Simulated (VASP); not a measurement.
# Ge3B2C3 (P3m1) in VASP: density of states with PBE

Aim: the density of states of Ge3B2C3 with PBE.

Everything below comes from runs of VASP 6.6.1. Logs are shortened: lines on timing, memory, paths and dates and some standing lists are left out, and cuts for length are marked.

## Step 1: The crystal as given

The structure is trigonal, space group P3m1 (No. 156). The conventional cell has a = 3.139 Å, b = 3.139 Å, c = 10.513 Å, α = 90.00°, β = 90.00°, γ = 120.00°. Ge (site symmetry 3m) is surrounded by 4 C at 1.95 to 1.97 Å. Ge (site symmetry 3m) has 4 C at 1.96 to 2.01 Å as nearest neighbours. Ge (site symmetry 3m) is surrounded by 1 C at 1.96 Å and 3 B at 2.09 Å. Around B (site symmetry 3m) lie 1 B at 1.70 Å and 3 C at 1.85 Å. B (site symmetry 3m) is surrounded by 1 B at 1.70 Å. Around C (site symmetry 3m) lie 3 B at 1.85 Å and 1 Ge at 2.01 Å. C (site symmetry 3m) is surrounded by 4 Ge at 1.95 to 1.96 Å. C (site symmetry 3m) is surrounded by 4 Ge at 1.96 to 1.97 Å.

The cell was built by a generator and needn't be a form met in nature.

## Step 2: Density of states, PBE

The input, POSCAR:

```
Ge3B2C3
1.0
    3.1386510000      0.0000000000      0.0000000000
   -1.5693250000      2.7181510000      0.0000000000
    0.0000000000      0.0000000000     10.5126500000
Ge B C
3 2 3
Direct
    0.0000000000      0.0000000000      0.2501780000
    0.6666670000      0.3333330000      0.5078640000
    0.6666670000      0.3333330000      0.9945360000
    0.0000000000      0.0000000000      0.7335240000
    0.0000000000      0.0000000000      0.8951720000
    0.6666670000      0.3333330000      0.6991640000
    0.6666670000      0.3333330000      0.1813200000
    0.0000000000      0.0000000000      0.4380350000
```

The input, INCAR.step1:

```
SYSTEM = Ge3B2C3
ALGO     = Normal         ! electronic algorithm
EDIFF    = 1E-6           ! SCF threshold, eV
ENCUT    = 520            ! plane-wave cutoff, eV
GGA      = PE             ! functional
ISIF     = 2              ! what is computed and relaxed
ISMEAR   = 0              ! smearing method
KPAR     = 4            
LASPH    = .True.         ! aspherical terms in the spheres
LCHARG   = .True.         ! write CHGCAR
LREAL    = .False.        ! projectors in reciprocal space
LWAVE    = .False.        ! write WAVECAR
NELM     = 60             ! most SCF steps
PREC     = Accurate       ! precision mode
SIGMA    = 0.1            ! smearing width, eV
```

The input, KPOINTS.step1:

```
k-points
0
Gamma
  12 12 4
  0 0 0
```

The input, INCAR.step2:

```
SYSTEM = Ge3B2C3
ALGO     = Normal         ! electronic algorithm
EDIFF    = 1E-6           ! SCF threshold, eV
ENCUT    = 520            ! plane-wave cutoff, eV
GGA      = PE             ! functional
ICHARG   = 11             ! starting density
ISIF     = 2              ! what is computed and relaxed
ISMEAR   = -5             ! smearing method
KPAR     = 4            
LASPH    = .True.         ! aspherical terms in the spheres
LCHARG   = .False.        ! write CHGCAR
LORBIT   = 11             ! projections on sites
LREAL    = .False.        ! projectors in reciprocal space
LWAVE    = .False.        ! write WAVECAR
NEDOS    = 1001           ! points of the DOS
NELM     = 60             ! most SCF steps
PREC     = Accurate       ! precision mode
SIGMA    = 0.1            ! smearing width, eV
```

The input, KPOINTS.step2:

```
k-points
0
Gamma
  18 18 6
  0 0 0
```

Potentials or basis: VASP PAW PBE potentials, release 64 (Ge_d, B, C).

Run with:

```sh
$ cat potpaw_PBE.64/Ge_d/POTCAR potpaw_PBE.64/B/POTCAR potpaw_PBE.64/C/POTCAR > POTCAR
$ cp INCAR.step1 INCAR
$ cp KPOINTS.step1 KPOINTS
$ mpirun -np 4 vasp_std > vasp.out
$ cp INCAR.step2 INCAR
$ cp KPOINTS.step2 KPOINTS
$ mpirun -np 4 vasp_std > vasp.out
```

OUTCAR:

```text
SYSTEM = Ge3B2C3
   EDIFF = 1E-6
   ENCUT = 520
   GGA = PE
   ICHARG = 11
   ISIF = 2
   ISMEAR = -5
   LASPH = .True.
   LORBIT = 11
   LREAL = .False.
   NELM = 60
   PREC = Accurate

 ion  position               nearest neighbor table
   1  0.000  0.000  0.250-   7 1.95   7 1.95   7 1.95   8 1.97
   2  0.667  0.333  0.508-   8 1.96   8 1.96   8 1.96   6 2.01
   3  0.667  0.333  0.995-   7 1.96   5 2.09   5 2.09   5 2.09
   4  0.000  0.000  0.734-   5 1.70   6 1.85   6 1.85   6 1.85
   5  0.000  0.000  0.895-   4 1.70   3 2.09   3 2.09   3 2.09
   6  0.667  0.333  0.699-   4 1.85   4 1.85   4 1.85   2 2.01
   7  0.667  0.333  0.181-   1 1.95   1 1.95   1 1.95   3 1.96
   8  0.000  0.000  0.438-   2 1.96   2 1.96   2 1.96   1 1.97

  LATTYP: Found a hexagonal cell.
 ALAT       =     3.1386510000
 C/A-ratio  =     3.3494166761

  Lattice vectors:

 A1 = (   3.1386510000,   0.0000000000,   0.0000000000)
 A2 = (  -1.5693250000,   2.7181510000,   0.0000000000)
 A3 = (   0.0000000000,   0.0000000000,  10.5126500000)

Analysis of symmetry for initial positions (statically):
=====================================================================
 Subroutine PRICEL returns:
 Original cell was already a primitive cell.

 Routine SETGRP: Setting up the symmetry group for a
 hexagonal supercell.

 Subroutine GETGRP returns: Found  6 space group operations
 (whereof  6 operations were pure point group operations)
 out of a pool of 24 trial point group operations.

The static configuration has the point symmetry C_3v.

Analysis of symmetry for dynamics (positions and initial velocities):
=====================================================================
 Subroutine PRICEL returns:
 Original cell was already a primitive cell.

 Routine SETGRP: Setting up the symmetry group for a
 hexagonal supercell.

 Subroutine GETGRP returns: Found  6 space group operations
 (whereof  6 operations were pure point group operations)
 out of a pool of 24 trial point group operations.

The dynamic configuration has the point symmetry C_3v.

 Subroutine INISYM returns: Found  6 space group operations
 (whereof  6 operations are pure point group operations),
 and found     1 'primitive' translations

----------------------------------------------------------------------------------------

                                     Primitive cell

  volume of cell :      89.6869

  direct lattice vectors                    reciprocal lattice vectors
     3.138651000  0.000000000  0.000000000     0.318608217  0.183948515  0.000000000
    -1.569325000  2.718151000  0.000000000     0.000000000  0.367897148  0.000000000
     0.000000000  0.000000000 10.512650000     0.000000000  0.000000000  0.095123494

  length of vectors
     3.138651000  3.138650317 10.512650000     0.367897068  0.367897148  0.095123494

  position of ions in fractional coordinates (direct lattice)
     0.000000000  0.000000000  0.250178000
     0.666667000  0.333333000  0.507864000
     0.666667000  0.333333000  0.994536000
     0.000000000  0.000000000  0.733524000
     0.000000000  0.000000000  0.895172000
     0.666667000  0.333333000  0.699164000
     0.666667000  0.333333000  0.181320000
     0.000000000  0.000000000  0.438035000

  ion indices of the primitive-cell ions
   primitive index   ion index
                 1           1
                 2           2
                 3           3
                 4           4
                 5           5
                 6           6
                 7           7
                 8           8

----------------------------------------------------------------------------------------

 KPOINTS: k-points

Automatic generation of k-mesh.
 Grid dimensions read from file:
 generate k-points for:   18   18    6

 Generating k-lattice:

  Cartesian coordinates                     Fractional coordinates (reciprocal lattice)
     0.017700457  0.010219362  0.000000000     0.055555556  0.000000000  0.000000000
     0.000000000  0.020438730  0.000000000     0.000000000  0.055555556  0.000000000
     0.000000000  0.000000000  0.015853916     0.000000000  0.000000000  0.166666667

  Length of vectors
     0.020438726  0.020438730  0.015853916

  Shift w.r.t. Gamma in fractional coordinates (k-lattice)
     0.000000000  0.000000000  0.000000000

 TETIRR: Found   2825 inequivalent tetrahedra from    11664

 Subroutine IBZKPT returns following result:
 ===========================================

 Found    202 irreducible k-points:

 Following reciprocal coordinates:
            Coordinates               Weight
  0.000000  0.000000  0.000000      1.000000
  0.055556 -0.000000  0.000000      6.000000
  0.111111 -0.000000  0.000000      6.000000
  0.166667 -0.000000  0.000000      6.000000
  0.222222  0.000000  0.000000      6.000000
  0.277778  0.000000  0.000000      6.000000
[... 16 lines left out ...]
  0.333333  0.111111  0.000000     12.000000
  0.388889  0.111111  0.000000     12.000000
 [... further k-points ...]
   k-points           NKPTS =    202   k-points in BZ     NKDIM =    202   number of bands    NBANDS=     36
   number of dos      NEDOS =   1001   number of ions     NIONS =      8
   total plane-waves  NPLWV =  46080
   dimension x,y,z NGX =    24 NGY =   24 NGZ =   80
   dimension x,y,z NGXF=    48 NGYF=   48 NGZF=  160
   ions per type =               3   2   3
   NGX,Y,Z   is equivalent  to a cutoff of  12.71, 12.71, 12.65 a.u.
   NGXF,Y,Z  is equivalent  to a cutoff of  25.42, 25.42, 25.30 a.u.
 SYSTEM =  Ge3B2C3
   PREC   = accura    normal or accurate (medium, high low for compatibility)
   ISTART =      0    job   : 0-new  1-cont  2-samecut
   ICHARG =     11    charge: 1-file 2-atom 10-const
   ISPIN  =      1    spin polarized calculation?
   LNONCOLLINEAR =      F non collinear calculations
   LSORBIT =      F    spin-orbit coupling
   LASPH  =      T    aspherical Exc in radial PAW
   ENCUT  =  520.0 eV  38.22 Ry    6.18 a.u.   5.84  5.84 19.55*2*pi/ulx,y,z
   NELM   =     60;   NELMIN=  2; NELMDL=  0     # of ELM steps
   EDIFF  = 0.1E-05   stopping-criterion for ELM
   LREAL  =      F    real-space projection
   EDIFFG = 0.1E-04   stopping-criterion for IOM
   NSW    =      0    number of steps for IOM
   IBRION =     -1    ionic relax: 0-MD 1-quasi-New 2-CG
   NFREE  =      0    steps in history (QN), initial steepest desc. (CG)
   ISIF   =      2    stress and relaxation
   ISYM   =      2    0-nonsym 1-usesym 2-fastsym
   POTIM  = 0.5000    time-step for ionic-motion
   TEBEG  =    0.0;   TEEND  =   0.0 temperature during run
   PSTRESS=    0.0 pullay stress
   NELECT =      60.0000    total number of electrons
   NUPDOWN=      -1.0000    fix difference up-down
   EMIN   =  10.00;   EMAX   =-10.00  energy-range for DOS
   EFERMI =   0.00;   METHOD = LEGACY
   ISMEAR =    -5;   SIGMA  =   0.10  broadening in eV -4-tet -1-fermi 0-gaus
   EFERMI_NEDOS =   21; number of points for ismear=-14 and -15
   IALGO  =     38    algorithm
   IMIX   =      4    mixing-type and parameters
     AMIX     =   0.40;   BMIX     =  1.00
     AMIX_MAG =   1.60;   BMIX_MAG =  1.00
  volume/ion in A,a.u.               =      11.21        75.65
  Fermi-wavevector in a.u.,A,eV,Ry     =   1.431800  2.705709 27.892634  2.050051
  Thomas-Fermi vector in A             =   2.551497
   LORBIT       =     11    0 simple, 1 ext, 2 COOP (PROOUT), +10 PAW based schemes
   GGA     = PE    functional components
   LHFCALC =     F    Hartree Fock is set to
   AEXX    =    0.0000 exact exchange contribution
   IVDW    =     0    specifies the selected vdW correction
   LEPSILON=     F    determine dielectric tensor
   LRPA    =     F    only Hartree local field effects (RPA)
 non-spin polarized calculation
 Fermi weights with tetrahedron method with Bloechl corrections
  energy-cutoff  :      520.00
  volume of cell :       89.69
 maximum number of plane-waves:      2435

 number of electron      60.0000017 magnetization

 Free energy of the ion-electron system (eV)
  ---------------------------------------------------
  ext. energy  EPLUGINS =         0.00000000
  ---------------------------------------------------
  free energy    TOTEN  =       -49.16312159 eV

  energy without entropy =      -49.16312159  energy(sigma->0) =      -49.16312159

 E-fermi :   6.2285     XC(G=0): -11.5421

 val. band max:        6.3097073566   @ k =   0.1111   0.1111   0.0000
 cond. band min:       6.2782340310   @ k =   0.0556  -0.0000   0.0000
 fundamental gap:     -0.0314733256
 Fermi energy:         6.2285370819

 k-point     1 :       0.0000    0.0000    0.0000
  band No.  band energies     occupation
      1     -18.2089      2.00000
      2     -18.2047      2.00000
      3     -18.2047      2.00000
      4     -18.1056      2.00000
      5     -18.1056      2.00000
      6     -18.0407      2.00000
[... 28 lines left out ...]
     35      12.4820      0.00000
     36      12.5631      0.00000

 k-point     2 :       0.0556   -0.0000    0.0000
  band No.  band energies     occupation
      1     -18.2111      2.00000
      2     -18.2026      2.00000
      3     -18.2019      2.00000
      4     -18.1069      2.00000
      5     -18.1057      2.00000
      6     -18.0412      2.00000
[... 28 lines left out ...]
     35      12.5175      0.00000
     36      12.7138      0.00000

 k-point     3 :       0.1111   -0.0000    0.0000
  band No.  band energies     occupation
      1     -18.2153      2.00000
      2     -18.1966      2.00000
      3     -18.1961      2.00000
      4     -18.1104      2.00000
      5     -18.1058      2.00000
      6     -18.0429      2.00000
[... 28 lines left out ...]
     35      12.1604      0.00000
     36      12.5150      0.00000
[... 742 lines left out ...]
 k-point    23 :       0.3333    0.1111    0.0000
  band No.  band energies     occupation
      1     -18.2406      2.00000
      2     -18.1642      2.00000
      3     -18.1540      2.00000
      4     -18.1305      2.00000
      5     -18.0976      2.00000
      6     -18.0548      2.00000
[... 28 lines left out ...]
     35      11.3713      0.00000
     36      12.4025      0.00000

 k-point    24 :       0.3889    0.1111    0.0000
  band No.  band energies     occupation
      1     -18.2436      2.00000
      2     -18.1600      2.00000
      3     -18.1545      2.00000
      4     -18.1296      2.00000
      5     -18.0955      2.00000
      6     -18.0565      2.00000
[... 28 lines left out ...]
     35      11.1352      0.00000
     36      12.2042      0.00000

 [... further k-points ...]

------------------------ aborting loop because EDIFF is reached ----------------------------------------

  FORCE on cell =-STRESS in cart. coord.  units (eV):
  Direction    XX          YY          ZZ          XY          YZ          ZX
  --------------------------------------------------------------------------------------
  -------------------------------------------------------------------------------------
  Total       -0.1949078     -0.1949077     -0.3511199     -0.0000000      0.0000000     -0.0000000
  in kB       -3.4818575     -3.4818562     -6.2724502     -0.0000006      0.0000000     -0.0000000
  external PRESSURE =      -4.4120546 kB  Pullay stress =       0.0000000 kB

 VOLUME and BASIS-vectors are now :
 -----------------------------------------------------------------------------
  energy-cutoff  :      520.00
  volume of cell :       89.69
      direct lattice vectors                 reciprocal lattice vectors
     3.138651000  0.000000000  0.000000000     0.318608217  0.183948515  0.000000000
    -1.569325000  2.718151000  0.000000000     0.000000000  0.367897148  0.000000000
     0.000000000  0.000000000 10.512650000     0.000000000  0.000000000  0.095123494

 POSITION                                       TOTAL-FORCE (eV/Angst)
 -----------------------------------------------------------------------------------
      0.00000      0.00000      2.63003        -0.000000     -0.000000      0.007668
      1.56933      0.90605      5.33900        -0.000000     -0.000000     -0.025714
      1.56933      0.90605     10.45521        -0.000000      0.000000      0.072950
      0.00000      0.00000      7.71128         0.000000     -0.000000      0.008839
      0.00000      0.00000      9.41063         0.000000     -0.000000     -0.109278
      1.56933      0.90605      7.35007         0.000000      0.000000      0.018135
      1.56933      0.90605      1.90615         0.000000      0.000000      0.002231
      0.00000      0.00000      4.60491         0.000000     -0.000000      0.025170
 -----------------------------------------------------------------------------------
    total drift:                               -0.002345      0.001339     -0.019980

  FREE ENERGIE OF THE ION-ELECTRON SYSTEM (eV)
  ---------------------------------------------------
  free  energy   TOTEN  =       -49.1631215878 eV

  energy  without entropy=      -49.1631215878  energy(sigma->0) =      -49.16312159

 total charge

# of ion       s       p       d       tot
------------------------------------------
    1        1.065   1.405  10.215  12.685
    2        1.077   1.373  10.203  12.653
    3        1.131   1.326  10.112  12.569
    4        0.637   1.098   0.000   1.735
    5        0.750   1.084   0.000   1.834
    6        0.847   1.413   0.000   2.260
    7        0.842   1.607   0.000   2.449
    8        0.844   1.605   0.000   2.449
--------------------------------------------------
tot          7.192  10.911  30.530  48.633
```

It took 5 min on 4 MPI ranks of AMD EPYC 7R43 (Zen 3), shared host; peak memory 0.56 GiB.

Results:

| Property | Result |
| --- | --- |
| Valence electrons inside the program's atomic spheres | Ge 12.69, 12.65, 12.57; B 1.74, 1.83; C 2.26, 2.45 |

States per cell in windows of 0.5 eV (zero at the Fermi level; states under -8 eV left out):
| from (eV) | total | C7_p | C8_p | B5_p | C6_p | Ge3_p | Ge1_p |
| --- | --- | --- | --- | --- | --- | --- | --- |
| -8.0 | 0.99 | 0.04 | 0.06 | 0.01 | 0.02 | 0.04 | 0.04 |
| -7.5 | 0.99 | 0.03 | 0.06 | 0.02 | 0.02 | 0.04 | 0.03 |
| -7.0 | 0.80 | 0.03 | 0.03 | 0.03 | 0.03 | 0.03 | 0.02 |
| -6.5 | 0.73 | 0.04 | 0.03 | 0.02 | 0.03 | 0.02 | 0.04 |
| -6.0 | 0.85 | 0.05 | 0.04 | 0.03 | 0.03 | 0.04 | 0.06 |
| -5.5 | 1.44 | 0.09 | 0.08 | 0.06 | 0.06 | 0.10 | 0.11 |
| -5.0 | 1.34 | 0.10 | 0.08 | 0.05 | 0.05 | 0.08 | 0.10 |
| -4.5 | 1.21 | 0.10 | 0.08 | 0.05 | 0.05 | 0.08 | 0.09 |
| -4.0 | 1.50 | 0.14 | 0.11 | 0.06 | 0.07 | 0.10 | 0.12 |
| -3.5 | 2.02 | 0.22 | 0.18 | 0.09 | 0.09 | 0.13 | 0.18 |
| -3.0 | 1.49 | 0.14 | 0.14 | 0.07 | 0.09 | 0.09 | 0.10 |
| -2.5 | 1.64 | 0.14 | 0.15 | 0.08 | 0.14 | 0.08 | 0.09 |
| -2.0 | 2.12 | 0.16 | 0.19 | 0.10 | 0.23 | 0.10 | 0.10 |
| -1.5 | 1.58 | 0.10 | 0.13 | 0.11 | 0.17 | 0.09 | 0.05 |
| -1.0 | 1.40 | 0.05 | 0.10 | 0.13 | 0.17 | 0.09 | 0.02 |
| -0.5 | 0.98 | 0.02 | 0.06 | 0.11 | 0.12 | 0.09 | 0.01 |
| 0.0 | 0.83 | 0.02 | 0.03 | 0.13 | 0.09 | 0.11 | 0.02 |
| 0.5 | 0.50 | 0.01 | 0.01 | 0.10 | 0.05 | 0.08 | 0.01 |
| 1.0 | 0.27 | 0.01 | 0.00 | 0.07 | 0.02 | 0.05 | 0.00 |
| 1.5 | 0.18 | 0.00 | 0.00 | 0.06 | 0.01 | 0.04 | 0.00 |
| 2.0 | 0.15 | 0.00 | 0.00 | 0.05 | 0.01 | 0.03 | 0.00 |
| 2.5 | 0.16 | 0.00 | 0.00 | 0.02 | 0.00 | 0.01 | 0.01 |
| 3.0 | 0.74 | 0.02 | 0.01 | 0.03 | 0.01 | 0.02 | 0.04 |
| 3.5 | 1.11 | 0.03 | 0.02 | 0.06 | 0.02 | 0.03 | 0.05 |
| 4.0 | 1.77 | 0.06 | 0.05 | 0.09 | 0.04 | 0.07 | 0.07 |
| 4.5 | 1.43 | 0.06 | 0.06 | 0.06 | 0.03 | 0.04 | 0.05 |
| 5.0 | 1.56 | 0.10 | 0.06 | 0.06 | 0.04 | 0.04 | 0.05 |
| 5.5 | 1.72 | 0.09 | 0.08 | 0.07 | 0.07 | 0.06 | 0.05 |
| 6.0 | 1.17 | 0.06 | 0.06 | 0.04 | 0.06 | 0.03 | 0.06 |
| 6.5 | 0.35 | 0.03 | 0.03 | 0.01 | 0.02 | 0.01 | 0.01 |
| 7.0 | 0.01 | 0.00 | 0.00 | 0.00 | 0.00 | 0.00 | 0.00 |
| 7.5 | 0.00 | 0.00 | 0.00 | 0.00 | 0.00 | 0.00 | 0.00 |

Caveat: tetrahedron occupations give inexact forces and stress in metals.
